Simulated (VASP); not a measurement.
Input:

```cif
data_Pb4S4
_chemical_formula_sum 'Pb4 S4'
_space_group_name_H-M_alt 'Fm-3m'
_space_group_IT_number 225
_space_group_name_Hall '-F 4 2 3'
_cell_length_a 5.84816
_cell_length_b 5.84816
_cell_length_c 5.84816
_cell_angle_alpha 90.000
_cell_angle_beta 90.000
_cell_angle_gamma 90.000
loop_
_atom_site_label
_atom_site_type_symbol
_atom_site_symmetry_multiplicity
_atom_site_Wyckoff_symbol
_atom_site_fract_x
_atom_site_fract_y
_atom_site_fract_z
_atom_site_occupancy
Pb1 Pb 4 a 0.00000 0.00000 0.00000 1
S1 S 4 b 0.50000 0.50000 0.50000 1
```
(The calculation used a cell of 2 atoms; values per cell refer to that cell.)

The numbers are results of LDA (Ceperley-Alder, Perdew-Zunger), VASP's LDA PAW potentials (set 64) (plane waves; VASP), not measurements. Run with 520 eV cut-off, 8×8×8 Γ-centred mesh, Gaussian smearing of 0.050 eV, potentials Pb_d S.

Q: Give the energy at these volumes per atom, relative to the lowest: 23.46, 24.21, 24.96, 25.71, 26.46 Å³.

A: 20.3, 5.0, 0.0, 3.6, 15.0 meV/atom. A third-order Birch-Murnaghan fit gives B0 = 62.4 GPa and B0′ = 3.7.

Measured: a 5.914 Å at 120 K (computed value off by -1.1 %), as given by Noda, Masumoto, Ohba, Saito, Toriumi, Iwata, Shibuya, Acta Cryst. C 43, 1443 (1987), by a structure database's card. The calculation is for a static lattice, while the measured a holds thermal and zero-point effects, which are part of the difference.

The compound is PbS in the rock salt structure. It was relaxed first.
